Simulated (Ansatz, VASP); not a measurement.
**BaBi: VASP beside Ansatz**

Aim: how closely do two programs agree when they are given the same cell, functional and k mesh? The cell is invented: As first built, before any earlier steps moved the atoms (in the runner's words): it takes the SbPb structure with all of its atoms replaced by other elements, volume scaled by an estimate. It may not be a known or stable phase. The cell is taken from a series of VASP runs on this material, whose earlier steps may have relaxed, scaled or displaced it; both programs get it as it stands.

Main program and level: Ansatz 0.2.0; plane waves, with VASP 6.6.1 beside it; band structure at LDA, spin-orbit coupling.

### Step 1. Set-up

Symmetry: P4/mmm, No. 123, tetragonal system. Conventional cell: a = 3.945 Å, b = 3.945 Å, c = 4.665 Å, α = 90.00°, β = 90.00°, γ = 90.00°. Bi has 8 Ba at 3.64 Å nearest. Nearest to Ba lie 8 Bi at 3.64 Å and 4 Ba at 3.94 Å. As first built, before any earlier steps moved the atoms (in the runner's words): sites of the SbPb structure (space group 65) filled with other elements, volume scaled by an estimate. Farther neighbours are not listed.

### Step 2. Ansatz: band structure, LDA, spin-orbit coupling

Ansatz runs on its fully relativistic PAW (standard-fr) files.

With cell and atoms fixed, the geometry can't cause a difference; cores, projectors, grids and the points listed under the comparison can.

The input, input.yaml:

```yaml
crystal:
  lattice:
    - [3.94466145, 0.0, 0.0]
    - [0.0, 3.94466145, 0.0]
    - [0.0, 0.0, 4.6651059]
  atoms:
    - { symbol: Bi, position: [0.5, 0.5, 0.5] }
    - { symbol: Ba, position: [0.0, 0.0, 0.0] }
hamiltonian:
  xc: lda
  pseudopotentials: { kind: paw_fr }
magnetization:
  noncollinear: true
  spin_orbit: true
kpoints:
  mp_grid: { grid: [5, 5, 4] }
  band_path:
    path:
      - [0.0, 0.0, 0.0]
      - [0.0, 0.13333, 0.0]
      - [0.0, 0.3, 0.0]
      - [0.0, 0.46667, 0.0]
      - [0.1, 0.5, 0.0]
      - [0.26667, 0.5, 0.0]
      - [0.43333, 0.5, 0.0]
      - [0.43333, 0.43333, 0.0]
      - [0.26667, 0.26667, 0.0]
      - [0.1, 0.1, 0.0]
      - [0.0, 0.0, 0.03333]
      - [0.0, 0.0, 0.2]
      - [0.0, 0.0, 0.36667]
      - [0.0, 0.0, 0.5]
      - [0.0, 0.16667, 0.5]
      - [0.0, 0.3, 0.5]
      - [0.0, 0.46667, 0.5]
      - [0.1, 0.5, 0.5]
      - [0.26667, 0.5, 0.5]
      - [0.43333, 0.5, 0.5]
      - [0.43333, 0.43333, 0.5]
      - [0.26667, 0.26667, 0.5]
      - [0.1, 0.1, 0.5]
      - [0.0, 0.5, 0.03333]
      - [0.0, 0.5, 0.2]
      - [0.0, 0.5, 0.36667]
      - [0.5, 0.5, 0.0]
      - [0.5, 0.5, 0.16667]
      - [0.5, 0.5, 0.33333]
      - [0.5, 0.5, 0.5]
    npoints: 1
scf:
  occupations: { method: gaussian, width: 0.05 }
  n_extra_bands: 14
output:
  forces: true
  stress: true
  eigenvalues: true
  write_density: true
  write_potential: true
  elf: true
  volumetric_format: npy
```

On the command line:

```console
> ansatz run input.yaml --threads 2 --pin off --max-ram 4608MiB --backend cpu --events-out ev --progress --plain --runs-dir out
```

Numbers of over 12 decimals in the logs are rounded to 6 here.

The program printed:

```text
scf.n_extra_bands = 14 over 25 filled bands (N_el = 25.0): the run solves 39 bands
Engine: ansatz 0.2.0, x86_64-unknown-linux-gnu
Pseudopotentials: kind: paw_fr
Pseudopotential: Bi, paw_fr, valence charge 15, recommended cutoff 420 eV (normal), Bi.paw.azcp#standard-fr
Pseudopotential: Ba, paw_fr, valence charge 10, recommended cutoff 420 eV (normal), Ba.paw.azcp#standard-fr
Functional definition: SPW92
  exchange = slater_x
  correlation = pw_c
non-collinear run that drives no moment, with spin-orbit: no starting moment large enough to seed its density (crystal.atoms[].spin), no starting occupations that ask for one, no magnetisation constraint and no magnetic field, so the semilocal B_xc is pinned to zero
Crystal: 2 atoms, lattice volume = 72.591 Å³
Basis set: ecut = 420 eV, 1439 PW (Γ)
Bands: 39, of which v1, the nominal top of the filled ones, is band 25 counted from 1 (24 counted from 0)
Symmetry: 16 space group operations + 16 with time reversal
Magnetic group: BNS 123.340 (UNI 1000), of the structure as read, at distance tolerance 4.2e-5 Å
k-points: 18 of 100
Projection manifold: j_resolved (fully-relativistic pseudo-atomic orbitals)
Non-local potential: Bi, projectors of the file, l = 0: 2, l = 1: 4, l = 2: 4, l = 3: 4
Non-local potential: Ba, projectors of the file, l = 0: 3, l = 1: 4, l = 2: 4, l = 3: 4
PAW form: soft (Blöchl's): semilocal exchange-correlation on the pseudo side does not see the compensation charge
PAW frozen core: Bi, regenerated for the run's functional, and the local potential with it (the file was generated under x = pbe(κ = 0.804, μ = 0.219515), c = pbe(β = 0.066725))
PAW frozen core: Ba, regenerated for the run's functional, and the local potential with it (the file was generated under x = pbe(κ = 0.804, μ = 0.219515), c = pbe(β = 0.066725))
PAW one-centre angular grid: Bi, 590 points (default); XC on 64 Gauss nodes
PAW one-centre angular grid: Ba, 194 points (default); XC on 64 Gauss nodes
Initial density: superposition of atomic densities (chi_scale 0.1, normalization cell, long waves kept (reshape's long-wave potential 0.00 eV rms))
Initial wavefunctions: pseudopotential atomic-orbital guess
Functional: x = slater, c = lda
SCF iter   1: F=—  HF=-17912.633170 eV  |F-HF|=—  |Δ(HF+E_count)|=         —  Δρ=3.49e-2  dr2=2.51e0  dr2_m=0.00e0 (ungated)  ethr=3.10e-3  |M|=0.00e0 ∫|m|=0.00e0 μB  |m|>n=0.0e0 m-floor=0.0e0 τ_xc=0.0e0  β_m=0.30  ⟨swp⟩=10.7  Hψ=4779  notcnv=0  defer=50
preconditioner: auto → Resta (q_TF=auto, 2.284 Å⁻¹)  ε∞=2.6  [insulator: Δε(μ)=0.109 eV  Ē_g=15.085 eV  σ=0.050 eV  W_gap=0.78  n_scr=18 (ndim 8)  ℏωp=19.0 eV  f_vac=0.000  D(μ)=3.19/eV (n_scr^D=28)  ε∞_Penn≈2.6]
spin=Noncollinear: Resta preconditioning applied to the charge; magnetization (m_x, m_y, m_z) channels mix plain (no charge-response kernel on spin).
SCF iter   2: F=—  HF=-17911.992663 eV  |F-HF|=—  |Δ(HF+E_count)|=   6.41e-1  Δρ=1.84e-2  dr2=5.56e-1  dr2_m=0.00e0 (ungated)  ethr=3.10e-3  |M|=0.00e0 ∫|m|=0.00e0 μB  |m|>n=0.0e0 m-floor=0.0e0 τ_xc=0.0e0  β_m=0.43  ⟨swp⟩=4.1  Hψ=1420  notcnv=0  defer=146
SCF iter   3: F=—  HF=-17911.803440 eV  |F-HF|=—  |Δ(HF+E_count)|=   1.89e-1  Δρ=5.33e-3  dr2=2.41e-2  dr2_m=0.00e0 (ungated)  ethr=2.22e-3  |M|=0.00e0 ∫|m|=0.00e0 μB  |m|>n=0.0e0 m-floor=0.0e0 τ_xc=0.0e0  β_m=0.61  ⟨swp⟩=3.4  Hψ=1137  notcnv=0  defer=146
SCF iter   4: F=—  HF=-17911.798824 eV  |F-HF|=—  |Δ(HF+E_count)|=   4.62e-3  Δρ=1.47e-3  dr2=2.80e-3  dr2_m=0.00e0 (ungated)  ethr=9.66e-5  |M|=0.00e0 ∫|m|=0.00e0 μB  |m|>n=0.0e0 m-floor=0.0e0 τ_xc=0.0e0  β_m=0.64  ⟨swp⟩=3.9  Hψ=1305  notcnv=0  defer=146
SCF iter   5: F=—  HF=-17911.798643 eV  |F-HF|=—  |Δ(HF+E_count)|=   1.81e-4  Δρ=6.09e-4  dr2=8.11e-4  dr2_m=0.00e0 (ungated)  ethr=1.12e-5  |M|=0.00e0 ∫|m|=0.00e0 μB  |m|>n=0.0e0 m-floor=0.0e0 τ_xc=0.0e0  β_m=0.82  ⟨swp⟩=1.2  Hψ=564  notcnv=0  defer=146
SCF iter   6: F=—  HF=-17911.798453 eV  |F-HF|=—  |Δ(HF+E_count)|=   1.90e-4  Δρ=1.90e-4  dr2=7.70e-5  dr2_m=0.00e0 (ungated)  ethr=3.24e-6  |M|=0.00e0 ∫|m|=0.00e0 μB  |m|>n=0.0e0 m-floor=0.0e0 τ_xc=0.0e0  β_m=0.91  ⟨swp⟩=2.0  Hψ=638  notcnv=0  defer=146
SCF iter   7: F=—  HF=-17911.798438 eV  |F-HF|=—  |Δ(HF+E_count)|=   1.49e-5  Δρ=5.96e-5  dr2=6.87e-6  dr2_m=0.00e0 (ungated)  ethr=3.08e-7  |M|=0.00e0 ∫|m|=0.00e0 μB  |m|>n=0.0e0 m-floor=0.0e0 τ_xc=0.0e0  β_m=0.95  ⟨swp⟩=2.0  Hψ=760  notcnv=0  defer=146
SCF iter   8: F=—  HF=-17911.798436 eV  |F-HF|=—  |Δ(HF+E_count)|=   1.63e-6  Δρ=1.34e-5  dr2=4.02e-7  dr2_m=0.00e0 (ungated)  ethr=2.75e-8  |M|=0.00e0 ∫|m|=0.00e0 μB  |m|>n=0.0e0 m-floor=0.0e0 τ_xc=0.0e0  β_m=0.98  ⟨swp⟩=2.0  Hψ=644  notcnv=0  defer=146
SCF iter   9: F=-17911.798436 eV  HF=-17911.798436 eV  |F-HF|=6.81e-9  |Δ(HF+E_count)|=   1.05e-7  Δρ=2.20e-6  dr2=1.01e-8  dr2_m=0.00e0 (ungated)  ethr=4.00e-10  |M|=0.00e0 ∫|m|=0.00e0 μB  |m|>n=0.0e0 m-floor=0.0e0 τ_xc=0.0e0  ⟨swp⟩=23.4  Hψ=7375  notcnv=0
SCF 1 converged in 9 iterations: F = -17911.798436 eV  dr2 = 1.01e-8
  greatest PAW one-centre occupation: 0.986 electrons in one spin orbital (limit 2), on the Bi atom at site 0 (counted from 0), in its partial waves of l = 2
NSCF: frozen V_eff on 30 k-points
SCF converged after 9 iterations
Magnetization: |M| = 0.0000 μB,  M = (+0.0000, +0.0000, +0.0000) μB
Absolute magnetization: 0.0000 μB (∫|m|)
  site 0: m = (+0.0000, +0.0000, +0.0000) μB, |m| = 0.0000 μB  (R = 1.50 Å)
  site 1: m = (+0.0000, +0.0000, +0.0000) μB, |m| = 0.0000 μB  (R = 1.50 Å)
Free energy (F): -17911.798436 eV
Harris-Foulkes:  -17911.798436 eV  (|F-HF|=6.81e-9)
Internal energy: -17911.795260 eV  (E = F + TS)
E sigma→0 (E₀):  -17911.796848 eV
Entropy (-TS):   -0.003176 eV (-1.588 meV/atom)
Fermi energy:    9.759262 eV
--- Per-component energies (eV) ---
  E_band       = -134.736032
  E_kinetic    = 476.207005
  E_local      = -1840.262612  (includes V_loc(G=0)·N_el)
  E_nonlocal   = 623.132129
  E_hartree    = 608.947113
  E_xc         = -318.476565
  E_vxc        = -281.779518  (∫ρ·V_xc dr)
  E_paw        = -15456.371615  (= ΣΔE_a)
  E_vpaw       = -329.926107  (= ΣTr[D̂ρ^β])
  E_aug_tail   = -0.000465  (compensation charges beyond the density's cutoff)
  E_ewald      = -2005.279849
  E_core_change = 0.309599  (= ΣΔE_core)
  E_smearing   = -0.003176  (= −TS)
  E_closure    = 0.000000  (closes the sum)
  Σ components = -17911.798436   (vs F -17911.798436, Δ=0.00e0)
--- Forces (eV/Å), atoms counted from 1 ---
  atom   1  Bi    -0.00000000     0.00000000     0.00000000
  atom   2  Ba    -0.00000000     0.00000000     0.00000000
  max |Σ_I F_I| component: 1.01e-27 eV/Å
--- Stress (GPa, compression-positive) ---
        0.504421       0.000000       0.000000
        0.000000       0.504421       0.000000
        0.000000       0.000000      -1.933231
  P = ⅓ Tr σ = -0.3081 GPa (-3.081 kbar)
--- Band table (eV; the first three rows and the last of 18) ---
  k-point 0: bands = [... 21 lower, 8.7508, 9.8792, 9.8792, 10.2381, 10.2381, 10.9591, 10.9591, 11.8236, ... 10 higher]
  k-point 1: bands = [... 21 lower, 7.2476, 9.8618, 9.8618, 10.3699, 10.3699, 11.1369, 11.1369, 11.6840, ... 10 higher]
  k-point 2: bands = [... 21 lower, 6.2766, 9.5443, 9.5443, 10.5207, 10.5207, 10.6800, 10.6800, 13.3870, ... 10 higher]
  k-point 17: bands = [... 21 lower, 6.4645, 7.5947, 7.5947, 7.7723, 7.7723, 13.6366, 13.6366, 13.8654, ... 10 higher]
```

Wall time 9 s (2 threads of Intel Xeon 6975P-C (Granite Rapids), shared host); peak memory 0.6 GiB.

Reading the cycles: dr2 is the Hartree energy of the density residual (eV), the measure of convergence; HF is the Harris–Foulkes estimate of the energy, which meets the free energy F at convergence.

### Step 3. VASP: band structure, LDA, spin-orbit coupling

The same cell, functional (in two slightly different forms), mesh and smearing now go to VASP, with its own data sets and cutoff.

Lines of VASP's logs that name or quote its potential files are left out, and so is its time.

The input, INCAR:

```
SYSTEM = BaBi
PREC = Accurate
ENCUT = 400
EDIFF = 1E-06
NELM = 100
ISMEAR = 0
SIGMA = 0.05
LREAL = .FALSE.
ALGO = Normal
GGA = CA
LNONCOLLINEAR = .TRUE.
MAGMOM = 0 0 0 0 0 0
NBANDS = 36
GGA_COMPAT = .FALSE.
LASPH = .TRUE.
LSORBIT = .TRUE.
LORBIT = 11
LWAVE = .FALSE.
LCHARG = .FALSE.
```

The input, POSCAR:

```
BaBi
1.0
    3.9446614500      0.0000000000      0.0000000000
    0.0000000000      3.9446614500      0.0000000000
    0.0000000000      0.0000000000      4.6651059000
Bi Ba
1 1
Direct
    0.5000000000      0.5000000000      0.5000000000
    0.0000000000      0.0000000000      0.0000000000
```

The input, KPOINTS:

```
Automatic mesh
0
Gamma
5 5 4
0 0 0
```

The input, KPOINTS_OPT:

```
Line mode
16
Line-mode
Reciprocal
  0.00000000   0.00000000   0.00000000 GAMMA
  0.00000000   0.50000000   0.00000000 X

  0.00000000   0.50000000   0.00000000 X
  0.50000000   0.50000000   0.00000000 M

  0.50000000   0.50000000   0.00000000 M
  0.00000000   0.00000000   0.00000000 GAMMA

  0.00000000   0.00000000   0.00000000 GAMMA
  0.00000000   0.00000000   0.50000000 Z

  0.00000000   0.00000000   0.50000000 Z
  0.00000000   0.50000000   0.50000000 R

  0.00000000   0.50000000   0.50000000 R
  0.50000000   0.50000000   0.50000000 A

  0.50000000   0.50000000   0.50000000 A
  0.00000000   0.00000000   0.50000000 Z

  0.00000000   0.50000000   0.00000000 X
  0.00000000   0.50000000   0.50000000 R

  0.50000000   0.50000000   0.00000000 M
  0.50000000   0.50000000   0.50000000 A
```

Potentials, in the order of the species: Bi_d and Ba_sv (LDA family, release 64).

On the command line:

```console
> mpirun -np 1 vasp_ncl
```

The program printed:

```text
[banner, memory and clock lines left out]
running    1 mpi-ranks, on    1 nodes
 distrk:  each k-point on    1 cores,    1 groups
 distr:  one band on    1 cores,    1 groups

 POSCAR found type information on POSCAR BiBa
 POSCAR found :  2 types and       2 ions
 LDA part: xc-table for (Slater(with rela. corr.)+CA(PZ))
 , standard interpolation
 POSCAR, INCAR and KPOINTS ok, starting setup
 FFT: planning ... GRIDC
 FFT: planning ... GRID_SOFT
 FFT: planning ... GRID
 WAVECAR not read
 entering main loop
       N       E                     dE             d eps       ncg     rms          rms(c)
DAV:   1     0.238668776594E+03    0.23867E+03   -0.10368E+04  1296   0.120E+03
DAV:   2     0.151752519231E+02   -0.22349E+03   -0.21361E+03  1364   0.348E+02
DAV:   3    -0.837463375341E+01   -0.23550E+02   -0.22968E+02  1680   0.134E+02
DAV:   4    -0.963737854958E+01   -0.12627E+01   -0.12535E+01  2016   0.279E+01
DAV:   5    -0.968295600189E+01   -0.45577E-01   -0.45547E-01  1816   0.451E+00    0.353E+00
DAV:   6    -0.963033924593E+01    0.52617E-01   -0.60151E-02  1836   0.196E+00    0.209E+00
DAV:   7    -0.961053085871E+01    0.19808E-01   -0.56033E-02  1784   0.197E+00    0.613E-01
DAV:   8    -0.961083909816E+01   -0.30824E-03   -0.58545E-03  1800   0.520E-01    0.143E-01
DAV:   9    -0.961071994478E+01    0.11915E-03   -0.58895E-04  1632   0.160E-01    0.475E-02
DAV:  10    -0.961073451431E+01   -0.14570E-04   -0.79448E-05  1564   0.681E-02    0.121E-02
DAV:  11    -0.961073672566E+01   -0.22113E-05   -0.98900E-06  1872   0.264E-02    0.599E-03
DAV:  12    -0.961073670828E+01    0.17378E-07   -0.62699E-07  1092   0.554E-03
   1 F= -.96107367E+01 E0= -.96091752E+01  d E =-.312293E-02  mag=     0.0000    -0.0000     0.0000
 Start KPOINTS_OPT (optional k-point list driver)
k-point batch [1-18\144]
       N       E                     dE             ncg
DAV:   1    -0.194739042029E+03   -0.46280E+04     1296
DAV:   2    -0.428855043471E+04   -0.40938E+04     1372
DAV:   3    -0.470908759477E+04   -0.42054E+03     1600
DAV:   4    -0.473560169458E+04   -0.26514E+02     2124
DAV:   5    -0.473632803379E+04   -0.72634E+00     1848
DAV:   6    -0.473634650259E+04   -0.18469E-01     1952
DAV:   7    -0.473634700267E+04   -0.50009E-03     1936
DAV:   8    -0.473634701574E+04   -0.13068E-04     1884
DAV:   9    -0.473634701604E+04   -0.30020E-06     1244
[...]
k-point batch [127-144\144]
       N       E                     dE             ncg
DAV:   1    -0.449910488834E+03   -0.13965E+05     1296
DAV:   2    -0.440810723450E+04   -0.39582E+04     1428
DAV:   3    -0.480357577320E+04   -0.39547E+03     1588
DAV:   4    -0.482260371487E+04   -0.19028E+02     2020
DAV:   5    -0.482326023971E+04   -0.65652E+00     1824
DAV:   6    -0.482327976519E+04   -0.19525E-01     2008
DAV:   7    -0.482328034129E+04   -0.57610E-03     1824
DAV:   8    -0.482328036051E+04   -0.19218E-04     1808
DAV:   9    -0.482328036106E+04   -0.54661E-06     1160
```

(Part 1 of 2 ends here.)

[Lines on the potential files, build, host, timing and source positions are cut from VASP's logs without a mark.]

[Logs are printed without paths, hosts, clocks, repeated set-up lines and the standing remarks that a program may print on its own settings, such as how far it seeks lower states.]

[Hosts, paths, dates, database ids (printed as entryN), source tags and the programs' standing remarks are cut or masked in the printed files.]
